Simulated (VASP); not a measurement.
Runs of VASP 6.6.1 on F4C. The cell holds a molecule in a box, 5 atoms: a = 12.000 Å, b = 11.000 Å, c = 11.000 Å, α = 90.00°, β = 90.00°, γ = 90.00°. 

```tsv
task	level	potentials or basis	cell	cutoff (eV)	grid for exact exchange (PRECFOCK)	exchange at q = 0	gap on the mesh (eV)	largest force (eV/Å)
single point	PBE0	VASP PAW PBE potentials, release 64 (F_s, C_s)	as given	400	Fast	truncated	(a)	(b)
atomic charges	PBE+TS	VASP PAW PBE potentials, release 64 (F, C)	as given	520	-	-	9.85	1.52
single point	BLYP+D3(BJ)	VASP PAW PBE potentials, release 64 (F, C)	as given	520	-	-	9.84	1.87
single point	PBE	VASP PAW PBE potentials, release 64 (F, C)	as given	520	-	-	9.85	1.52
single point	B3LYP+TS	VASP PAW PBE potentials, release 64 (F, C)	as given	520	Fast	truncated	12.01	0.95
single point	r2SCAN0	VASP PAW PBE potentials, release 64 (F, C)	as given	520	Fast	truncated	12.98	0.18
relaxation of the atoms	PBE	VASP PAW PBE potentials, release 64 (F, C)	atoms relaxed from: atoms moved at random, drawn with an rms of 0.02 Å	520	-	-	9.84	0.01
electron localisation function	PBE	VASP PAW PBE potentials, release 64 (F, C)	as given	520	-	-	9.85	1.52
```

Alike in all rows: no spin polarisation; k mesh 1 × 1 × 1; smearing gaussian 0.01 eV.

Task: Estimate the missing entries.

Result: (a) 12.43; (b) 1.94.

Caveats: the PAW data sets were made with another functional, which shifts forces and pressure a little (some runs).

